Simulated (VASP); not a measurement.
Set up this calculation in VASP 6.6.1, as the native input.

```yaml
Task: single point
Functional: PBE
Potentials_or_basis: VASP PAW PBE potentials, release 64 (Mg, Ga_d, S)
Cutoff: 520 eV
k_mesh: 6 × 6 × 8
Occupations: gaussian, width 0.1 eV
Spin: no spin polarisation
Dipole_correction: no
Further_INCAR_settings: ALGO = Fast; EDIFF = 1e-06; NBANDS = 39
```

The structure of MgGa2S5 lies in POSCAR:

```
MgGa2S5
1.0
    7.9100679387      0.0000000000      0.0000000000
   -3.9550339694      6.8503197806      0.0000000000
    0.0000000000      0.0000000000      4.7718061865
Mg Ga S
1 2 5
Direct
    0.0000000000      0.0000000000      0.0000000000
    0.3333333333      0.6666666667      0.5000000000
    0.6666666667      0.3333333333      0.5000000000
    0.3333333333      0.6666666667      0.0000000000
    0.0000000000      0.5000000000      0.5000000000
    0.5000000000      0.5000000000      0.5000000000
    0.5000000000      0.0000000000      0.5000000000
    0.6666666667      0.3333333333      0.0000000000
```

The cell was built by a generator and needn't be a form met in nature.

These files were run (other wordings do the same):

INCAR

```
SYSTEM = MgGa2S5
ALGO     = Fast           ! electronic algorithm
EDIFF    = 1E-6           ! SCF threshold, eV
ENCUT    = 520            ! plane-wave cutoff, eV
GGA      = PE             ! functional
ISIF     = 2              ! what is computed and relaxed
ISMEAR   = 0              ! smearing method
LASPH    = .TRUE.         ! aspherical terms in the spheres
LCHARG   = .TRUE.         ! write CHGCAR
LELF     = .TRUE.         ! ELF
LREAL    = .FALSE.        ! projectors in reciprocal space
LVHAR    = .TRUE.       
LWAVE    = .FALSE.        ! write WAVECAR
NBANDS   = 39             ! bands
NELM     = 100            ! most SCF steps
PREC     = Accurate       ! precision mode
SIGMA    = 0.1            ! smearing width, eV
```

KPOINTS

```
k-points
0
G
  6 6 8
  0 0 0
```

Potentials or basis: VASP PAW PBE potentials, release 64 (Mg, Ga_d, S).

Launch:

```bash
$ cat potpaw_PBE.64/Mg/POTCAR potpaw_PBE.64/Ga_d/POTCAR potpaw_PBE.64/S/POTCAR > POTCAR
$ mpirun -np 1 vasp_std > vasp.out
```

It gave:

```json
{"Pressure": "0.0 GPa", "Band gap on the k mesh": "none (metal or under the smearing width)"}
```

It took 7 min on 1 thread of Intel(R) Xeon(R) Platinum 8559C (Emerald Rapids), on a shared host, peak memory 0.54 GiB.
